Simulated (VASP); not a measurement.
# How plane-wave cutoff and smearing change a VASP run on CaO (Lime), part 2 of 3

How sensitive are energy, pressure and forces of CaO (Lime) to the plane-wave cutoff and smearing? The atoms are off their equilibrium sites, so that forces can be compared too. The series runs use LDA. The atoms of the start are displaced at random from the sites of a Fm-3m cell.

VASP 6.6.1; LDA; plane waves and PAW (Ca_sv, O).

So far. Step 6 (Plane-wave cutoff: ENCUT = 460): Against the run before the energy moves by +3.08 meV an atom and the pressure by +3.22 GPa, after 13 cycles in 41 s.

### 7. Plane-wave cutoff: ENCUT = 520

The input, INCAR:

```
SYSTEM = CaO
PREC = Accurate
ENCUT = 520
EDIFF = 1E-06
NELM = 100
ISMEAR = -1
SIGMA = 0.05
LREAL = .FALSE.
ALGO = Normal
GGA = CA
NBANDS = 14
LORBIT = 11
LWAVE = .FALSE.
LCHARG = .FALSE.
KPAR = 2
ISIF = 2
```

The input, POSCAR:

```
CaO
1.0
    0.0000000000      2.4065000000      2.4065000000
    2.4065000000      0.0000000000      2.4065000000
    2.4065000000      2.4065000000      0.0000000000
Ca O
1 1
Direct
   -0.0030480000     -0.0086820000      0.0132500000
    0.4938910000      0.5038290000      0.5120960000
```

The input, KPOINTS:

```
Automatic mesh
0
Gamma
8 8 8
0 0 0
```

Potentials, in the order of the species: Ca_sv and O (PBE family, release 64).

Run with:

```bash
$ mpirun -np 2 vasp_std
```

The log of the run:

```text
[... set-up lines as in an earlier step ...]
 entering main loop
       N       E                     dE             d eps       ncg     rms          rms(c)
DAV:   1     0.122823245071E+03    0.12282E+03   -0.84270E+03  7280   0.117E+03
DAV:   2    -0.102104171710E+02   -0.13303E+03   -0.12437E+03  9062   0.302E+02
DAV:   3    -0.156585222673E+02   -0.54481E+01   -0.54096E+01  8232   0.634E+01
DAV:   4    -0.158361178176E+02   -0.17760E+00   -0.17745E+00 11028   0.984E+00
[...]
DAV:  11    -0.142733374373E+02    0.89737E-04   -0.96968E-05  8536   0.151E-01    0.121E-02
DAV:  12    -0.142733362083E+02    0.12290E-05   -0.16411E-05 10230   0.504E-02    0.672E-03
DAV:  13    -0.142733358941E+02    0.31420E-06   -0.11884E-06  5682   0.131E-02
   1 F= -.14273336E+02 E0= -.14273336E+02  d E =-.221214E-10
```

Elapsed: 62 s, on 2 MPI ranks of AMD EPYC 7R43, shared host; peak memory 0.39 GiB; 2 min of CPU time.

Parts of OUTCAR (step 7):

```text
  Total       -1.1490843     -1.1655540     -1.1549561      0.0008157      0.0006849     -0.0018600
  in kB      -66.0503143    -66.9970059    -66.3878273      0.0468844      0.0393665     -0.1069126
  external PRESSURE =     -66.4783825 kB  Pullay stress =       0.0000000 kB

 POSITION                                       TOTAL-FORCE (eV/Angst)
 -----------------------------------------------------------------------------------
      2.41749      2.43105      4.78477         0.071626     -0.026427      0.059458
      2.44482      2.42091      2.40101        -0.071626      0.026427     -0.059458
 -----------------------------------------------------------------------------------
    total drift:                               -0.000097      0.000118     -0.000105

  FREE ENERGIE OF THE ION-ELECTRON SYSTEM (eV)
  ---------------------------------------------------
  free  energy   TOTEN  =       -14.2733358941 eV

  energy  without entropy=      -14.2733358941  energy(sigma->0) =      -14.27333589

[... 1 part as in an earlier step ...]

[... 2 further parts left out ...]
[key lines of the parts left out:]
E-fermi :   2.9456
```

Against the run before the energy moves by +0.25 meV an atom and the pressure by +0.73 GPa, after 13 cycles in 62 s.

### 8. Plane-wave cutoff: ENCUT = 640

INCAR, as its differences from that of step 7:

```diff
@@ -2,3 +2,3 @@
 PREC = Accurate
-ENCUT = 520
+ENCUT = 640
 EDIFF = 1E-06
```

POSCAR is that of step 7.

KPOINTS is that of step 7.

Run with:

```bash
$ mpirun -np 2 vasp_std
```

The log of the run:

```text
[... set-up lines as in an earlier step ...]
 entering main loop
       N       E                     dE             d eps       ncg     rms          rms(c)
DAV:   1     0.136998792199E+03    0.13700E+03   -0.95342E+03  7280   0.137E+03
DAV:   2    -0.926252274059E+01   -0.14626E+03   -0.13676E+03  8822   0.328E+02
DAV:   3    -0.156124581700E+02   -0.63499E+01   -0.62984E+01  8402   0.703E+01
DAV:   4    -0.158360829046E+02   -0.22362E+00   -0.22337E+00 10762   0.111E+01
[...]
DAV:  11    -0.142747323114E+02    0.90047E-04   -0.97290E-05  8582   0.151E-01    0.121E-02
DAV:  12    -0.142747310640E+02    0.12474E-05   -0.16552E-05 10074   0.510E-02    0.682E-03
DAV:  13    -0.142747307443E+02    0.31970E-06   -0.12815E-06  5928   0.136E-02
   1 F= -.14274731E+02 E0= -.14274731E+02  d E =-.221355E-10
```

The job ended after 62 s (2 MPI ranks; peak memory 0.43 GiB; 2 min of CPU time).

From OUTCAR (step 8):

```text
  Total       -1.1646303     -1.1811140     -1.1705037      0.0008078      0.0006795     -0.0018458
  in kB      -66.9439108    -67.8914078    -67.2815188      0.0464338      0.0390600     -0.1060963
  external PRESSURE =     -67.3722791 kB  Pullay stress =       0.0000000 kB

 POSITION                                       TOTAL-FORCE (eV/Angst)
 -----------------------------------------------------------------------------------
      2.41749      2.43105      4.78477         0.071273     -0.026293      0.059163
      2.44482      2.42091      2.40101        -0.071273      0.026293     -0.059163
 -----------------------------------------------------------------------------------
    total drift:                               -0.000092      0.000117     -0.000102

  FREE ENERGIE OF THE ION-ELECTRON SYSTEM (eV)
  ---------------------------------------------------
  free  energy   TOTEN  =       -14.2747307443 eV

  energy  without entropy=      -14.2747307443  energy(sigma->0) =      -14.27473074

[... 1 part as in an earlier step ...]

[... 2 further parts left out ...]
[key lines of the parts left out:]
E-fermi :   2.9441
```

Against the run before the energy moves by -0.70 meV an atom and the pressure by -0.09 GPa, after 13 cycles in 62 s.

### 9. Plane-wave cutoff: ENCUT = 800

INCAR, as its differences from that of step 8:

```diff
@@ -2,3 +2,3 @@
 PREC = Accurate
-ENCUT = 640
+ENCUT = 800
 EDIFF = 1E-06
```

POSCAR is that of step 8.

KPOINTS is that of step 8.

Run with:

```bash
$ mpirun -np 2 vasp_std
```

The log of the run:

```text
[... set-up lines as in an earlier step ...]
 entering main loop
       N       E                     dE             d eps       ncg     rms          rms(c)
DAV:   1     0.152842486840E+03    0.15284E+03   -0.10906E+04  7280   0.163E+03
DAV:   2    -0.828479871109E+01   -0.16113E+03   -0.15056E+03  8712   0.356E+02
DAV:   3    -0.155651063694E+02   -0.72803E+01   -0.72163E+01  8568   0.770E+01
DAV:   4    -0.158374493818E+02   -0.27234E+00   -0.27203E+00 10880   0.121E+01
[...]
DAV:  11    -0.142755884312E+02    0.90262E-04   -0.97084E-05  8590   0.151E-01    0.121E-02
DAV:  12    -0.142755871868E+02    0.12444E-05   -0.16483E-05  9950   0.510E-02    0.680E-03
DAV:  13    -0.142755868721E+02    0.31466E-06   -0.13400E-06  5966   0.139E-02
   1 F= -.14275587E+02 E0= -.14275587E+02  d E =-.216767E-10
```

The job ended after 81 s (2 MPI ranks; peak memory 0.55 GiB; 2.7 min of CPU time).

Parts of OUTCAR (step 9):

```text
  Total       -1.1421189     -1.1585472     -1.1479933      0.0008234      0.0006515     -0.0018256
  in kB      -65.6499366    -66.5942463    -65.9876035      0.0473316      0.0374509     -0.1049356
  external PRESSURE =     -66.0772621 kB  Pullay stress =       0.0000000 kB

 POSITION                                       TOTAL-FORCE (eV/Angst)
 -----------------------------------------------------------------------------------
      2.41749      2.43105      4.78477         0.071039     -0.026134      0.058940
      2.44482      2.42091      2.40101        -0.071039      0.026134     -0.058940
 -----------------------------------------------------------------------------------
    total drift:                               -0.000033     -0.000129      0.000021

  FREE ENERGIE OF THE ION-ELECTRON SYSTEM (eV)
  ---------------------------------------------------
  free  energy   TOTEN  =       -14.2755868721 eV

  energy  without entropy=      -14.2755868721  energy(sigma->0) =      -14.27558687

[... 1 part as in an earlier step ...]

[... 2 further parts left out ...]
[key lines of the parts left out:]
E-fermi :   2.9434
```

Against the run before the energy moves by -0.43 meV an atom and the pressure by +0.13 GPa, after 13 cycles in 81 s.

### 10. The plane-wave cutoff series as a table

This step: convergence of LDA results with the cutoff; plane waves and PAW (VASP 6.6.1).

No new run; the numbers come from the runs before.

Differences are taken from the run with ENCUT = 800. Results of the series, by row:

| setting | status | energy less the reference (meV/atom) | pressure (GPa) | largest force difference (meV/Å) | gap (eV) | SCF cycles | wall time (s) |
| --- | --- | --- | --- | --- | --- | --- | --- |
| ENCUT = 240 | converged | -94.15 | -76 | 2.536 | 3.766 | 12 | 18.4 |
| ENCUT = 300 | converged | -34.98 | -34.61 | 2.377 | 3.551 | 12 | 23 |
| ENCUT = 360 | converged | -5.345 | -16.2 | 5.021 | 3.47 | 13 | 37 |
| ENCUT = 400 | converged | -2.201 | -10.6 | 1.098 | 3.486 | 13 | 39 |
| ENCUT = 460 | converged | 0.8798 | -7.379 | 0.289 | 3.47 | 13 | 41 |
| ENCUT = 520 | converged | 1.125 | -6.648 | 0.587 | 3.468 | 13 | 62 |
| ENCUT = 640 | converged | 0.4281 | -6.737 | 0.234 | 3.469 | 13 | 62 |
| ENCUT = 800 | converged | 0 | -6.608 | 0 | 3.471 | 13 | 81 |

### 11. Smearing: ISMEAR = -1, SIGMA = 0.01

This step: LDA; plane waves and PAW (Ca_sv, O) (VASP 6.6.1).

With a gap, smearing should do nothing until its tail reaches across the gap.

INCAR, as its differences from that of step 9:

```diff
@@ -2,3 +2,3 @@
 PREC = Accurate
-ENCUT = 800
+ENCUT = 520
 EDIFF = 1E-06
@@ -6,3 +6,3 @@
 ISMEAR = -1
-SIGMA = 0.05
+SIGMA = 0.01
 LREAL = .FALSE.
```

POSCAR is that of step 9.

KPOINTS is that of step 9.

Run with:

```bash
$ mpirun -np 2 vasp_std
```

The log of the run:

```text
[... set-up lines as in an earlier step ...]
 entering main loop
       N       E                     dE             d eps       ncg     rms          rms(c)
DAV:   1     0.122825630578E+03    0.12283E+03   -0.84270E+03  7280   0.117E+03
DAV:   2    -0.102104171710E+02   -0.13304E+03   -0.12439E+03  9062   0.302E+02
[... 3 cycles as in an earlier step ...]
DAV:   6    -0.144031815031E+02    0.14344E+01   -0.51348E+00  7966   0.226E+01    0.372E+00
[... 2 cycles as in an earlier step ...]
DAV:   9    -0.142732028803E+02    0.33197E-03   -0.70243E-03 10442   0.567E-01    0.114E-01
DAV:  10    -0.142734271743E+02   -0.22429E-03   -0.64648E-04  8564   0.367E-01    0.890E-02
[... 1 cycle as in an earlier step ...]
DAV:  12    -0.142733362082E+02    0.12290E-05   -0.16411E-05 10230   0.504E-02    0.672E-03
DAV:  13    -0.142733358940E+02    0.31420E-06   -0.11884E-06  5682   0.131E-02
   1 F= -.14273336E+02 E0= -.14273336E+02  d E =-.144361E-15
```

It took 51 s on 2 MPI ranks; peak memory 0.37 GiB.

From OUTCAR (step 11):

```text
   ENCUT  =  520.0 eV  38.22 Ry    6.18 a.u.   6.33  6.33  6.33*2*pi/ulx,y,z

   NELECT =      16.0000    total number of electrons

 E-fermi :   2.2250

 k-point     1 :       0.0000    0.0000    0.0000
  band No.  band energies     occupation
    ...
      4     -16.2084      2.00000
      5     -13.2717      2.00000
      6       1.9159      2.00000
      7       1.9163      2.00000
      8       1.9164      2.00000
      9       6.4579      0.00000
     10       8.0134      0.00000
     11       8.0175      0.00000
     12       8.0213      0.00000
     13       9.5658      0.00000
    ...

  Total       -1.1490843     -1.1655540     -1.1549561      0.0008157      0.0006849     -0.0018600
  in kB      -66.0503139    -66.9970054    -66.3878268      0.0468846      0.0393665     -0.1069128
  external PRESSURE =     -66.4783820 kB  Pullay stress =       0.0000000 kB

  FREE ENERGIE OF THE ION-ELECTRON SYSTEM (eV)
  ---------------------------------------------------
  free  energy   TOTEN  =       -14.2733358940 eV

  energy  without entropy=      -14.2733358940  energy(sigma->0) =      -14.27333589

[... 7 parts as in an earlier step ...]

[... 10 further parts left out ...]
```

Numbers from this step:

* free energy (TOTEN): -14.27 eV
* Fermi energy: 2.225 eV
* pressure: -6.648 GPa
* gap on the k-mesh: 3.468 eV
* least direct gap on the k-mesh: 3.842 eV

The series starts at -7.1367 eV an atom and -6.65 GPa, after 13 cycles in 51 s. The entropy term T·S comes to 0.00 meV an atom in size.

### 12. Smearing: ISMEAR = -1, SIGMA = 0.05

INCAR, as its differences from that of step 11:

```diff
@@ -6,3 +6,3 @@
 ISMEAR = -1
-SIGMA = 0.01
+SIGMA = 0.05
 LREAL = .FALSE.
```

POSCAR is that of step 11.

KPOINTS is that of step 11.

Run with:

```bash
$ mpirun -np 2 vasp_std
```

The log of the run:

```text
[... set-up lines as in an earlier step ...]
 entering main loop
       N       E                     dE             d eps       ncg     rms          rms(c)
[... 13 cycles as in an earlier step ...]
   1 F= -.14273336E+02 E0= -.14273336E+02  d E =-.221214E-10
```

The job ended after 69 s (2 MPI ranks; peak memory 0.36 GiB; 2.3 min of CPU time).

OUTCAR, selected parts (step 12):

```text
[... 6 parts as in an earlier step ...]

[... 1 further part left out ...]
[key lines of the parts left out:]
E-fermi :   2.9456
```

Against the run before the energy at zero width stays within 0.01 meV an atom and the pressure within 0.01 GPa, after 13 cycles in 69 s. The entropy term T·S comes to 0.00 meV an atom in size.

### 13. Smearing: ISMEAR = -1, SIGMA = 0.1

INCAR, as its differences from that of step 12:

```diff
@@ -6,3 +6,3 @@
 ISMEAR = -1
-SIGMA = 0.05
+SIGMA = 0.1
 LREAL = .FALSE.
```

POSCAR is that of step 12.

KPOINTS is that of step 12.

Run with:

```bash
$ mpirun -np 2 vasp_std
```

The log of the run:

```text
[... set-up lines as in an earlier step ...]
 entering main loop
       N       E                     dE             d eps       ncg     rms          rms(c)
DAV:   1     0.122816882297E+03    0.12282E+03   -0.84270E+03  7280   0.117E+03
DAV:   2    -0.102104171710E+02   -0.13303E+03   -0.12436E+03  9062   0.302E+02
[... 1 cycle as in an earlier step ...]
DAV:   4    -0.158361178177E+02   -0.17760E+00   -0.17745E+00 11028   0.984E+00
DAV:   5    -0.158375760781E+02   -0.14583E-02   -0.14582E-02  8318   0.966E-01    0.810E+00
DAV:   6    -0.144031815046E+02    0.14344E+01   -0.51348E+00  7966   0.226E+01    0.372E+00
DAV:   7    -0.143048945589E+02    0.98287E-01   -0.51523E-01  9500   0.717E+00    0.174E+00
[...]
DAV:  11    -0.142733374375E+02    0.89737E-04   -0.96968E-05  8536   0.151E-01    0.121E-02
DAV:  12    -0.142733362085E+02    0.12290E-05   -0.16411E-05 10230   0.504E-02    0.672E-03
DAV:  13    -0.142733358943E+02    0.31421E-06   -0.11884E-06  5682   0.131E-02
   1 F= -.14273336E+02 E0= -.14273336E+02  d E =-.283498E-08
```

The job ended after 99 s (2 MPI ranks; peak memory 0.36 GiB).

From OUTCAR (step 13):

```text
  Total       -1.1490843     -1.1655540     -1.1549561      0.0008157      0.0006849     -0.0018600
  in kB      -66.0503138    -66.9970054    -66.3878276      0.0468843      0.0393662     -0.1069130
  external PRESSURE =     -66.4783823 kB  Pullay stress =       0.0000000 kB

  FREE ENERGIE OF THE ION-ELECTRON SYSTEM (eV)
  ---------------------------------------------------
  free  energy   TOTEN  =       -14.2733358943 eV

  energy  without entropy=      -14.2733358915  energy(sigma->0) =      -14.27333589

[... 3 parts as in an earlier step ...]

[... 1 further part left out ...]
[key lines of the parts left out:]
E-fermi :   3.7097
```

Against the run before the energy at zero width stays within 0.01 meV an atom and the pressure within 0.01 GPa, after 13 cycles in 99 s. The entropy term T·S comes to 0.00 meV an atom in size.

### 14. Smearing: ISMEAR = -1, SIGMA = 0.2

INCAR, as its differences from that of step 13:

```diff
@@ -6,3 +6,3 @@
 ISMEAR = -1
-SIGMA = 0.1
+SIGMA = 0.2
 LREAL = .FALSE.
```

POSCAR is that of step 13.

KPOINTS is that of step 13.

Run with:

```bash
$ mpirun -np 2 vasp_std
```

The log of the run:

```text
[... set-up lines as in an earlier step ...]
 entering main loop
       N       E                     dE             d eps       ncg     rms          rms(c)
DAV:   1     0.122792857416E+03    0.12279E+03   -0.84270E+03  7280   0.117E+03
DAV:   2    -0.102104172064E+02   -0.13300E+03   -0.12435E+03  9062   0.302E+02
DAV:   3    -0.156585222755E+02   -0.54481E+01   -0.54096E+01  8232   0.634E+01
DAV:   4    -0.158361178258E+02   -0.17760E+00   -0.17745E+00 11028   0.984E+00
[...]
DAV:  11    -0.142733421622E+02    0.89792E-04   -0.96998E-05  8536   0.151E-01    0.121E-02
DAV:  12    -0.142733409326E+02    0.12295E-05   -0.16419E-05 10230   0.504E-02    0.672E-03
DAV:  13    -0.142733406187E+02    0.31395E-06   -0.11889E-06  5682   0.131E-02
   1 F= -.14273341E+02 E0= -.14273314E+02  d E =-.538214E-04
```

Wall time 92 s (2 MPI ranks); peak memory 0.36 GiB; 3 min of CPU time.

Parts of OUTCAR (step 14):

```text
  Total       -1.1490814     -1.1655507     -1.1549530      0.0008157      0.0006849     -0.0018601
  in kB      -66.0501453    -66.9968160    -66.3876512      0.0468870      0.0393670     -0.1069178
  external PRESSURE =     -66.4782042 kB  Pullay stress =       0.0000000 kB

 POSITION                                       TOTAL-FORCE (eV/Angst)
 -----------------------------------------------------------------------------------
      2.41749      2.43105      4.78477         0.071630     -0.026429      0.059462
      2.44482      2.42091      2.40101        -0.071630      0.026429     -0.059462
 -----------------------------------------------------------------------------------
    total drift:                               -0.000097      0.000118     -0.000105

  FREE ENERGIE OF THE ION-ELECTRON SYSTEM (eV)
  ---------------------------------------------------
  free  energy   TOTEN  =       -14.2733406187 eV

  energy  without entropy=      -14.2732867973  energy(sigma->0) =      -14.27331371

[... 2 parts as in an earlier step ...]

[... 1 further part left out ...]
[key lines of the parts left out:]
E-fermi :   3.8436
```

Against the run before the energy at zero width moves by +0.01 meV an atom while the pressure stays within 0.01 GPa, after 13 cycles in 92 s. The entropy term T·S comes to 0.03 meV an atom in size.

### 15. Smearing: ISMEAR = -1, SIGMA = 0.5

INCAR, as its differences from that of step 14:

```diff
@@ -6,3 +6,3 @@
 ISMEAR = -1
-SIGMA = 0.2
+SIGMA = 0.5
 LREAL = .FALSE.
```

POSCAR is that of step 14.

KPOINTS is that of step 14.

Run with:

```bash
$ mpirun -np 2 vasp_std
```

The log of the run:

```text
[... set-up lines as in an earlier step ...]
 entering main loop
       N       E                     dE             d eps       ncg     rms          rms(c)
DAV:   1     0.122622782575E+03    0.12262E+03   -0.84270E+03  7280   0.117E+03
DAV:   2    -0.102117169568E+02   -0.13283E+03   -0.12432E+03  9062   0.302E+02
DAV:   3    -0.156595178425E+02   -0.54478E+01   -0.54091E+01  8232   0.634E+01
DAV:   4    -0.158371130561E+02   -0.17760E+00   -0.17745E+00 11028   0.984E+00
[...]
DAV:  11    -0.142835827388E+02    0.98166E-04   -0.97136E-05  8396   0.153E-01    0.141E-02
DAV:  12    -0.142835814151E+02    0.13237E-05   -0.18445E-05 10702   0.529E-02    0.700E-03
DAV:  13    -0.142835811103E+02    0.30480E-06   -0.13083E-06  5632   0.130E-02
   1 F= -.14283581E+02 E0= -.14252519E+02  d E =-.621252E-01
```

Run time: 90 s. Hardware: 2 MPI ranks; peak memory 0.36 GiB; 3 min of CPU time.

From OUTCAR (step 15):

```text
  Total       -1.1341562     -1.1505438     -1.1399981      0.0008424      0.0007072     -0.0019198
  in kB      -65.1922330    -66.1342080    -65.5280309      0.0484211      0.0406489     -0.1103505
  external PRESSURE =     -65.6181573 kB  Pullay stress =       0.0000000 kB

 POSITION                                       TOTAL-FORCE (eV/Angst)
 -----------------------------------------------------------------------------------
      2.41749      2.43105      4.78477         0.073959     -0.027297      0.061403
      2.44482      2.42091      2.40101        -0.073959      0.027297     -0.061403
 -----------------------------------------------------------------------------------
    total drift:                               -0.000096      0.000117     -0.000104

  FREE ENERGIE OF THE ION-ELECTRON SYSTEM (eV)
  ---------------------------------------------------
  free  energy   TOTEN  =       -14.2835811103 eV

  energy  without entropy=      -14.2214559012  energy(sigma->0) =      -14.25251851

[... 2 parts as in an earlier step ...]

[... 1 further part left out ...]
[key lines of the parts left out:]
E-fermi :   4.1727
```

Against the run before the energy at zero width moves by +10.40 meV an atom and the pressure by +0.09 GPa, after 13 cycles in 90 s. The entropy term T·S comes to 31.06 meV an atom in size.

[end of part 2 of 3]

[Lines on the potential files, build, host, timing and source positions are cut from VASP's logs without a mark.]

[Logs are printed without paths, hosts, clocks, repeated set-up lines and the standing remarks that a program may print on its own settings, such as how far it seeks lower states.]

[Hosts, paths, dates, database ids (printed as entryN), source tags and the programs' standing remarks are cut or masked in the printed files.]

[A measured line is paired with the nearest computed mode of its activity, which favours agreement.]
